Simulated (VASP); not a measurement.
Data:

```yaml
crystal:
  lattice:
    - [2.59119, 0.00000, 0.00000]
    - [0.00000, 2.59119, 0.00000]
    - [0.00000, 0.00000, 2.59119]
  atoms:
    - { symbol: Al, position: [0.00000, 0.00000, 0.00000] }
    - { symbol: N, position: [0.50000, 0.50000, 0.50000] }
```

Level of theory: PBEsol GGA, VASP's PBE PAW potentials (set 64) (plane waves; VASP 6.6.1). Numerical set-up: 620 eV cut-off, 14×14×14 Γ-centred mesh, first-order Methfessel-Paxton smearing of 0.10 eV, potentials Al N.

### Question
What does the run give for the energy per atom (σ→0), band gap (on the k-mesh) with the smallest direct gap where there is one?

### Answer

```
Quantity                                                    Result
------------------------  ----------------------------------------
band gap (on the k-mesh)  none (metal, semimetal or under 0.01 eV)
energy per atom (σ→0)                               -6.168 eV/atom
```

Total energies compare only between runs with the same potentials, cut-off and functional.

The structure was generated: AlN was put into the CsCl type type (Pm-3m), which need not be its known phase. It was relaxed first, which changed the volume by +12 %.
